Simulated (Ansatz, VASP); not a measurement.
# PbO2 in two plane-wave programs

Aim: how closely do two programs agree when they are given the same cell, functional and k mesh? The cell is taken from a series of runs on this material, whose earlier steps may have relaxed, scaled, displaced or heated it; both programs get it as it stands.

Calculated with Ansatz 0.2.0; plane waves, with VASP 6.6.1 beside it; zone-centre phonons at PBEsol.

## (1) The structure

Symmetry: Fm-3m, No. 225, cubic system. Conventional cell: a = 5.329 Å, b = 5.329 Å, c = 5.329 Å, α = 90.00°, β = 90.00°, γ = 90.00°. Nearest to Pb lie 8 O at 2.31 Å. Nearest to O lie 4 Pb at 2.31 Å. Farther neighbours and most contacts between anions are not listed.

Coordinates:

```cif
data_structure
_symmetry_space_group_name_H-M 'Fm-3m'
_symmetry_Int_Tables_number 225
_cell_length_a 5.3289
_cell_length_b 5.3289
_cell_length_c 5.3289
_cell_angle_alpha 90.000
_cell_angle_beta 90.000
_cell_angle_gamma 90.000
_cell_volume 151.33
loop_
_atom_site_label
_atom_site_type_symbol
_atom_site_symmetry_multiplicity
_atom_site_Wyckoff_symbol
_atom_site_fract_x
_atom_site_fract_y
_atom_site_fract_z
_atom_site_occupancy
Pb1 Pb 4 a 0.00000 0.00000 0.00000 1
O1 O 8 c 0.25000 0.75000 0.75000 1
```

## (2) VASP: zone-centre phonons, PBEsol

Second derivatives magnify differences that forces hide, and they need a tight electronic threshold.

Lines of VASP's logs that name or quote its potential files are left out, and so is its time.

INCAR reads:

```
SYSTEM = PbO2
PREC = Accurate
ENCUT = 600
EDIFF = 1E-08
NELM = 120
ISMEAR = 1
SIGMA = 0.2
LREAL = .FALSE.
ALGO = Normal
GGA = PS
NBANDS = 19
LORBIT = 11
LWAVE = .FALSE.
LCHARG = .FALSE.
ISIF = 2
IBRION = 8
LASPH = .TRUE.
GGA_COMPAT = .FALSE.
KPAR = 2
```

POSCAR reads:

```
PbO2
1.0
    0.0000000000      2.6644545098      2.6644545098
    2.6644545098      0.0000000000      2.6644545098
    2.6644545098      2.6644545098      0.0000000000
Pb O
1 2
Direct
    0.0000000000      0.0000000000      0.0000000000
    0.2500000000      0.2500000000      0.2500000000
    0.7500000000      0.7500000000      0.7500000000
```

KPOINTS reads:

```
Automatic mesh
0
Gamma
16 16 16
0 0 0
```

Potentials, in the order of the species: Pb_d and O (PBE family, release 64).

Launch:

```bash
$ mpirun -np 2 vasp_std
```

Numbers of over 12 decimals in the logs are rounded to 6 here.

The log of the run:

```text
[banner, memory and clock lines left out]
running    2 mpi-ranks, on    1 nodes
 distrk:  each k-point on    1 cores,    2 groups
 distr:  one band on    1 cores,    1 groups

 POSCAR found type information on POSCAR PbO
 POSCAR found :  2 types and       3 ions
|                                                                             |
|               ----> ADVICE to this user running VASP <----                  |
|                                                                             |
|     You enforced a specific xc type in the INCAR file but a different       |
|     [... a line on the potential file left out ...]
|     I HOPE YOU KNOW WHAT YOU ARE DOING!                                     |
|                                                                             |

 LDA part: xc-table for (Slater+PW92), standard interpolation
 POSCAR, INCAR and KPOINTS ok, starting setup
 FFT: planning ... GRIDC
 FFT: planning ... GRID_SOFT
 FFT: planning ... GRID
 WAVECAR not read
 entering main loop
       N       E                     dE             d eps       ncg     rms          rms(c)
DAV:   1     0.275227251316E+03    0.27523E+03   -0.15053E+04  5591   0.188E+03
DAV:   2     0.566382782337E+01   -0.26956E+03   -0.25855E+03  5970   0.457E+02
DAV:   3    -0.185029813701E+02   -0.24167E+02   -0.23596E+02  6510   0.141E+02
DAV:   4    -0.192213862720E+02   -0.71840E+00   -0.71702E+00  6377   0.240E+01
DAV:   5    -0.192403395437E+02   -0.18953E-01   -0.18952E-01  6992   0.413E+00    0.884E+00
DAV:   6    -0.168348193994E+02    0.24055E+01   -0.98572E+00  8249   0.427E+01    0.285E+00
DAV:   7    -0.168159612407E+02    0.18858E-01   -0.49432E-01  5857   0.735E+00    0.167E+00
DAV:   8    -0.168041410013E+02    0.11820E-01   -0.14760E-01  5714   0.386E+00    0.736E-01
DAV:   9    -0.167957939847E+02    0.83470E-02   -0.25100E-02  7759   0.194E+00    0.130E-01
DAV:  10    -0.167962759623E+02   -0.48198E-03   -0.33054E-03  5735   0.428E-01    0.521E-02
DAV:  11    -0.167962975777E+02   -0.21615E-04   -0.82209E-05  6498   0.789E-02    0.268E-02
DAV:  12    -0.167962972807E+02    0.29708E-06   -0.28900E-05  5964   0.427E-02    0.707E-03
DAV:  13    -0.167962970181E+02    0.26257E-06   -0.24170E-06  6559   0.129E-02    0.542E-04
DAV:  14    -0.167962970059E+02    0.12152E-07   -0.17079E-07  6261   0.504E-03    0.117E-03
DAV:  15    -0.167962970846E+02   -0.78684E-07   -0.68689E-08  5858   0.337E-03    0.450E-05
DAV:  16    -0.167962970895E+02   -0.48258E-08   -0.42942E-09  3233   0.667E-04
   1 F= -.16796297E+02 E0= -.16797620E+02  d E =0.396724E-02
 Linear response reoptimize wavefunctions to high precision
DAV:   1    -0.167962970854E+02    0.40832E-08   -0.11294E-09  3560   0.537E-04
DAV:   2    -0.167962970854E+02   -0.28194E-10   -0.28382E-10  3052   0.200E-04
 Linear response DOF=           2
 Linear response progress:
  Degree of freedom:   1/  2
       N       E                     dE             d eps       ncg     rms          rms(c)
RMM:   1    -0.321036447968E+00   -0.32104E+00    0.90552E-02 17604   0.661E+00
RMM:   2    -0.322395826466E+00   -0.13594E-02   -0.27690E-02 20744   0.153E+00    0.109E-01
RMM:   3    -0.321841220962E+00    0.55461E-03   -0.26586E-03 23059   0.424E-01    0.609E-02
RMM:   4    -0.320787739159E+00    0.10535E-02   -0.36729E-04 23097   0.160E-01    0.103E-02
RMM:   5    -0.320715957745E+00    0.71781E-04   -0.39794E-05 23010   0.553E-02    0.568E-03
RMM:   6    -0.320739540094E+00   -0.23582E-04   -0.76894E-06 22656   0.226E-02    0.110E-03
RMM:   7    -0.320747867243E+00   -0.83271E-05   -0.32345E-06 23407   0.972E-03    0.449E-04
RMM:   8    -0.320757354950E+00   -0.94877E-05   -0.96055E-07 23146   0.409E-03    0.872E-05
RMM:   9    -0.320757863013E+00   -0.50806E-06   -0.29594E-07 23550   0.173E-03    0.432E-05
RMM:  10    -0.320758420717E+00   -0.55770E-06   -0.12517E-07 23683   0.758E-04    0.989E-06
RMM:  11    -0.320758171960E+00    0.24876E-06   -0.17806E-08 23641   0.369E-04    0.517E-06
RMM:  12    -0.320758217395E+00   -0.45435E-07   -0.15675E-08 24329   0.194E-04    0.317E-06
RMM:  13    -0.320758234476E+00   -0.17081E-07   -0.12612E-08 24449   0.113E-04    0.187E-06
RMM:  14    -0.320758266011E+00   -0.31535E-07   -0.48549E-09 23902   0.735E-05    0.414E-07
RMM:  15    -0.320758273624E+00   -0.76130E-08   -0.62491E-09 20813   0.532E-05    0.215E-07
 first order change of Fermi-energy  -0.58779E-05
 force on displaced ion       1 direction 1 :  -7.317   0.000   0.000
 Linear response progress:
  Degree of freedom:   2/  2
       N       E                     dE             d eps       ncg     rms          rms(c)
RMM:   1    -0.368278677076E+00   -0.36828E+00    0.27066E-01 52493   0.384E+00
RMM:   2    -0.362458944492E+00    0.58197E-02   -0.80128E-03 36633   0.935E-01    0.113E-01
RMM:   3    -0.363625315353E+00   -0.11664E-02   -0.16195E-03 41254   0.386E-01    0.606E-02
RMM:   4    -0.365009459453E+00   -0.13841E-02   -0.50184E-04 38117   0.180E-01    0.119E-02
RMM:   5    -0.364867172107E+00    0.14229E-03   -0.61366E-05 40553   0.754E-02    0.441E-03
RMM:   6    -0.364875985648E+00   -0.88135E-05   -0.12156E-05 40747   0.285E-02    0.976E-04
RMM:   7    -0.364882861394E+00   -0.68757E-05   -0.28343E-06 44435   0.118E-02    0.740E-04
RMM:   8    -0.364886621916E+00   -0.37605E-05   -0.42029E-07 41561   0.427E-03    0.278E-04
RMM:   9    -0.364884934015E+00    0.16879E-05   -0.40555E-08 42435   0.145E-03    0.903E-05
RMM:  10    -0.364885650294E+00   -0.71628E-06   -0.78604E-09 42824   0.630E-04    0.531E-05
RMM:  11    -0.364885044114E+00    0.60618E-06   -0.19228E-09 42001   0.302E-04    0.980E-06
RMM:  12    -0.364885140841E+00   -0.96726E-07    0.28987E-09 44653   0.134E-04    0.510E-06
RMM:  13    -0.364885124651E+00    0.16190E-07    0.13735E-09 43302   0.625E-05    0.111E-06
RMM:  14    -0.364885118250E+00    0.64003E-08    0.27414E-09 41888   0.391E-05    0.564E-07
 first order change of Fermi-energy   0.13046E-04
 force on displaced ion       2 direction 1 :  -7.364   0.000   0.000
 Linear response finished
```

From OUTCAR (step 2):

```text
ion  position               nearest neighbor table
   1  0.000  0.000  0.000-   3 2.31   3 2.31   3 2.31   2 2.31   3 2.31   2 2.31   2 2.31   2 2.31

  LATTYP: Found a face centered cubic cell.
 ALAT       =     5.3289090196

 Subroutine GETGRP returns: Found 48 space group operations
 (whereof 48 operations were pure point group operations)

The static configuration has the point symmetry O_h .

 Found    145 irreducible k-points:

   k-points           NKPTS =    145   k-points in BZ     NKDIM =    145   number of bands    NBANDS=     19

   dimension x,y,z NGX =    30 NGY =   30 NGZ =   30
   dimension x,y,z NGXF=    60 NGYF=   60 NGZF=   60

   ENCUT  =  600.0 eV  44.10 Ry    6.64 a.u.   7.53  7.53  7.53*2*pi/ulx,y,z

   NELECT =      26.0000    total number of electrons

 k-points in reciprocal lattice and weights: Automatic mesh
   0.00000000  0.00000000  0.00000000       0.000
   0.06250000  0.00000000  0.00000000       0.002
   0.12500000  0.00000000  0.00000000       0.002
   0.18750000  0.00000000  0.00000000       0.002
   0.25000000  0.00000000  0.00000000       0.002
   0.31250000  0.00000000  0.00000000       0.002
   0.37500000  0.00000000  0.00000000       0.002
   0.43750000  0.00000000  0.00000000       0.002
   0.50000000  0.00000000  0.00000000       0.001
[...]
-0.31250000  0.50000000  0.18750000       0.003
  -0.25000000  0.50000000  0.25000000       0.001

 average (electrostatic) potential at core
       1 -89.6329       2 -67.9907       3 -67.9907

  Total        0.0326432      0.0326432      0.0326432      0.0000000      0.0000000     -0.0000000
  in kB        1.3824465      1.3824465      1.3824465      0.0000000      0.0000000     -0.0000000
  external PRESSURE =       1.3824465 kB  Pullay stress =       0.0000000 kB

  energy-cutoff  :      600.00
  volume of cell :       37.83
      direct lattice vectors                 reciprocal lattice vectors
     0.000000000  2.664454510  2.664454510    -0.187655671  0.187655671  0.187655671
     2.664454510  0.000000000  2.664454510     0.187655671 -0.187655671  0.187655671
     2.664454510  2.664454510  0.000000000     0.187655671  0.187655671 -0.187655671

 POSITION                                       TOTAL-FORCE (eV/Angst)
 -----------------------------------------------------------------------------------
      0.00000      0.00000      0.00000         0.000000     -0.000000     -0.000000
      1.33223      1.33223      1.33223         0.000000      0.000000      0.000000
      3.99668      3.99668      3.99668        -0.000000      0.000000     -0.000000
 -----------------------------------------------------------------------------------
    total drift:                                0.000000     -0.000000      0.000000

 Eigenvectors and eigenvalues of the dynamical matrix
 ----------------------------------------------------

   1 f  =   12.998831 THz    81.674065 2PiTHz  433.594338 cm-1    53.758822 meV
             X         Y         Z           dx          dy          dz
      0.000000  0.000000  0.000000    -0.000000   -0.000000    0.000000
      1.332227  1.332227  1.332227     0.705382    0.049356   -0.000000
      3.996682  3.996682  3.996682    -0.705382   -0.049356   -0.000000

   2 f  =   12.998831 THz    81.674065 2PiTHz  433.594338 cm-1    53.758822 meV
             X         Y         Z           dx          dy          dz
      0.000000  0.000000  0.000000    -0.000000    0.000000    0.000000
      1.332227  1.332227  1.332227     0.049356   -0.705382    0.000000
      3.996682  3.996682  3.996682    -0.049356    0.705382    0.000000

   3 f  =   12.998831 THz    81.674065 2PiTHz  433.594338 cm-1    53.758822 meV
             X         Y         Z           dx          dy          dz
      0.000000  0.000000  0.000000    -0.000000    0.000000   -0.000000
      1.332227  1.332227  1.332227    -0.000000    0.000000   -0.707107
      3.996682  3.996682  3.996682     0.000000   -0.000000    0.707107

   4 f  =    8.038585 THz    50.507920 2PiTHz  268.138340 cm-1    33.244902 meV
             X         Y         Z           dx          dy          dz
      0.000000  0.000000  0.000000    -0.046395    0.362285    0.012673
      1.332227  1.332227  1.332227     0.083556   -0.652469   -0.022824
      3.996682  3.996682  3.996682     0.083556   -0.652469   -0.022824

   5 f  =    8.038585 THz    50.507920 2PiTHz  268.138340 cm-1    33.244902 meV
             X         Y         Z           dx          dy          dz
      0.000000  0.000000  0.000000    -0.001688   -0.012992    0.365228
      1.332227  1.332227  1.332227     0.003040    0.023399   -0.657770
      3.996682  3.996682  3.996682     0.003040    0.023399   -0.657770

   6 f  =    8.038585 THz    50.507920 2PiTHz  268.138340 cm-1    33.244902 meV
             X         Y         Z           dx          dy          dz
      0.000000  0.000000  0.000000     0.362502    0.046306    0.003323
      1.332227  1.332227  1.332227    -0.652861   -0.083397   -0.005984
      3.996682  3.996682  3.996682    -0.652861   -0.083397   -0.005984

   7 f/i=    0.002551 THz     0.016029 2PiTHz    0.085098 cm-1     0.010551 meV
             X         Y         Z           dx          dy          dz
      0.000000  0.000000  0.000000     0.013927    0.119676    0.922995
      1.332227  1.332227  1.332227     0.003866    0.033225    0.256247
      3.996682  3.996682  3.996682     0.003866    0.033225    0.256247

   8 f/i=    0.002551 THz     0.016029 2PiTHz    0.085098 cm-1     0.010551 meV
             X         Y         Z           dx          dy          dz
      0.000000  0.000000  0.000000     0.106295   -0.917263    0.117329
      1.332227  1.332227  1.332227     0.029510   -0.254656    0.032574
      3.996682  3.996682  3.996682     0.029510   -0.254656    0.032574

   9 f/i=    0.002551 THz     0.016029 2PiTHz    0.085098 cm-1     0.010551 meV
             X         Y         Z           dx          dy          dz
      0.000000  0.000000  0.000000     0.924632    0.103645   -0.027390
      1.332227  1.332227  1.332227     0.256702    0.028775   -0.007604
      3.996682  3.996682  3.996682     0.256702    0.028775   -0.007604

 ELASTIC MODULI CONTR FROM IONIC RELAXATION (kBar)
 Direction    XX          YY          ZZ          XY          YZ          ZX
 --------------------------------------------------------------------------------
 XX           0.0000      0.0000      0.0000      0.0000      0.0000      0.0000
 YY           0.0000      0.0000      0.0000      0.0000      0.0000      0.0000
 ZZ           0.0000      0.0000      0.0000      0.0000      0.0000      0.0000
 XY           0.0000      0.0000      0.0000    -40.0928     -0.0000     -0.0000
 YZ           0.0000      0.0000      0.0000     -0.0000    -40.0928     -0.0000
 ZX           0.0000      0.0000      0.0000     -0.0000     -0.0000    -40.0928
 --------------------------------------------------------------------------------
```

(Part 1 of 2 ends here.)

[Lines on the potential files, build, host, timing and source positions are cut from VASP's logs without a mark.]

[Logs are printed without paths, hosts, clocks, repeated set-up lines and the standing remarks that a program may print on its own settings, such as how far it seeks lower states.]

[Hosts, paths, dates, database ids (printed as entryN), source tags and the programs' standing remarks are cut or masked in the printed files.]
